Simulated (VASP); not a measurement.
Output of a VASP run:

**OSZICAR**
```
       N       E                     dE             d eps       ncg     rms          rms(c)
DAV:   1     0.266817151110E+03    0.26682E+03   -0.15868E+04  5280   0.212E+03
DAV:   2     0.112882935087E+02   -0.25553E+03   -0.23892E+03  5356   0.409E+02
DAV:   3    -0.184375211292E+02   -0.29726E+02   -0.28211E+02  5948   0.158E+02
DAV:   4    -0.194010984770E+02   -0.96358E+00   -0.95671E+00  5884   0.304E+01
DAV:   5    -0.194277271017E+02   -0.26629E-01   -0.26618E-01  6196   0.472E+00    0.206E+01
DAV:   6    -0.167174022410E+02    0.27103E+01   -0.41917E+01  7804   0.108E+02    0.212E+01
DAV:   7    -0.151919860624E+02    0.15254E+01   -0.71946E+00  6600   0.810E+01    0.937E+00
DAV:   8    -0.153841697383E+02   -0.19218E+00   -0.21339E+00  5876   0.128E+01    0.608E+00
DAV:   9    -0.153041787252E+02    0.79991E-01   -0.19617E-01  8288   0.120E+01    0.170E+00
DAV:  10    -0.153213291423E+02   -0.17150E-01   -0.78158E-02  7220   0.416E+00    0.864E-01
DAV:  11    -0.153213271178E+02    0.20246E-05   -0.15446E-02  8120   0.350E+00    0.151E-01
DAV:  12    -0.153217370804E+02   -0.40996E-03   -0.37871E-03  5416   0.538E-01    0.116E-01
DAV:  13    -0.153216860224E+02    0.51058E-04   -0.35679E-04  7972   0.210E-01    0.469E-02
DAV:  14    -0.153217138269E+02   -0.27805E-04   -0.11943E-04  7208   0.195E-01    0.338E-02
DAV:  15    -0.153217057192E+02    0.81078E-05   -0.26383E-05  7740   0.782E-02    0.830E-03
DAV:  16    -0.153217037731E+02    0.19460E-05   -0.27362E-06  3964   0.273E-02    0.289E-03
DAV:  17    -0.153217027482E+02    0.10250E-05   -0.48273E-07  2652   0.114E-02    0.105E-03
DAV:  18    -0.153217033229E+02   -0.57474E-06   -0.19601E-07  2628   0.740E-03
   1 F= -.15321703E+02 E0= -.15321703E+02  d E =-.153217E+02  mag=     0.0000
```

OUTCAR:
```
------------------------ aborting loop because EDIFF is reached ----------------------------------------
  FORCE on cell =-STRESS in cart. coord.  units (eV):
  Direction    XX          YY          ZZ          XY          YZ          ZX
  --------------------------------------------------------------------------------------
  Total       -0.0040644     -0.0040644     -0.0040644     -0.0429918     -0.0429918     -0.0429918
  in kB       -0.1817914     -0.1817914     -0.1817914     -1.9229357     -1.9229357     -1.9229357
  external PRESSURE =      -0.1817914 kB  Pullay stress =       0.0000000 kB
  volume of cell :       35.82
      direct lattice vectors                 reciprocal lattice vectors
     4.149411501  2.070872188  2.070872188     0.360941542 -0.120165548 -0.120165548
     2.070872188  4.149411501  2.070872188    -0.120165548  0.360941542 -0.120165548
     2.070872188  2.070872188  4.149411501    -0.120165548 -0.120165548  0.360941542
 POSITION                                       TOTAL-FORCE (eV/Angst)
 -----------------------------------------------------------------------------------
      0.00000      0.00000      0.00000        -0.000000     -0.000000      0.000000
      4.14558      4.14558      4.14558        -0.000000     -0.000000     -0.000000
      2.07279      2.07279      2.07279        -0.000000      0.000000      0.000000
      6.21837      6.21837      6.21837         0.000000      0.000000     -0.000000
 -----------------------------------------------------------------------------------
    total drift:                                0.000000     -0.000000     -0.000000
  FREE ENERGIE OF THE ION-ELECTRON SYSTEM (eV)
  ---------------------------------------------------
  free  energy   TOTEN  =       -15.3217033229 eV

  energy  without entropy=      -15.3217033229  energy(sigma->0) =      -15.32170332

 total charge

# of ion       s       p       d       tot
------------------------------------------
    1        0.335   0.414   8.296   9.045
    2        0.335   0.414   8.296   9.045
    3        1.557   3.412   0.000   4.969
    4        1.557   3.412   0.000   4.969
--------------------------------------------------
tot          3.785   7.652  16.591  28.029

 magnetization (x)

# of ion       s       p       d       tot
------------------------------------------
    1       -0.011  -0.014   1.310   1.285
    2        0.011   0.014  -1.310  -1.285
    3        0.000   0.000   0.000   0.000
    4        0.000   0.000   0.000   0.000
--------------------------------------------------
tot          0.000   0.000   0.000   0.000

 reached required accuracy - stopping structural energy minimisation
```
(Selected blocks of OUTCAR.)

File POSCAR:
```
NiO
1
    4.1494115013     2.0708721884     2.0708721884
    2.0708721884     4.1494115013     2.0708721884
    2.0708721884     2.0708721884     4.1494115013
Ni O
2 2
Direct
  0.0000000000   0.0000000000   0.0000000000
  0.5000000000   0.5000000000   0.5000000000
  0.2500000000   0.2500000000   0.2500000000
  0.7500000000   0.7500000000   0.7500000000
```

Write an INCAR and KPOINTS that could have produced this output.

This is not unique; one that fits is the input of the run itself, optB86b-vdW, plane waves, VASP's PBE PAW potentials (set 64).

### INCAR
```
ISPIN = 2   ! spin-polarised
PREC = Accurate
SYSTEM = NiO
LUSE_VDW = .TRUE.
LASPH = .TRUE.   ! aspherical one-centre terms
NELM = 100   ! most electronic steps
MAGMOM = 1.3 -1.3 0.0 0.0
ISIF = 3
ALGO = Normal   ! blocked Davidson
EDIFFG = -0.02   ! ionic stop
ENCUT = 520
EDIFF = 1E-6   ! SCF stop (eV)
SIGMA = 0.05   ! width (eV)
LCHARG = .FALSE.
IBRION = 2
LORBIT = 10
PARAM2 = 1.0
LMAXMIX = 4
NSW = 60   ! most ionic steps
PARAM1 = 0.1234
GGA = MK
ISMEAR = 0   ! Gaussian
LWAVE = .FALSE.
LREAL = .FALSE.   ! projection in real space or not
AGGAC = 0.0
```

**KPOINTS**
```
K-points
0
Gamma
8 8 8
0 0 0
```

POTCAR, in this order: Ni O (PBE.64 set). Program: vasp_std.

The compound is NiO in the rock salt, AFM-II order structure. It was relaxed first. The start is the result of an earlier pass.
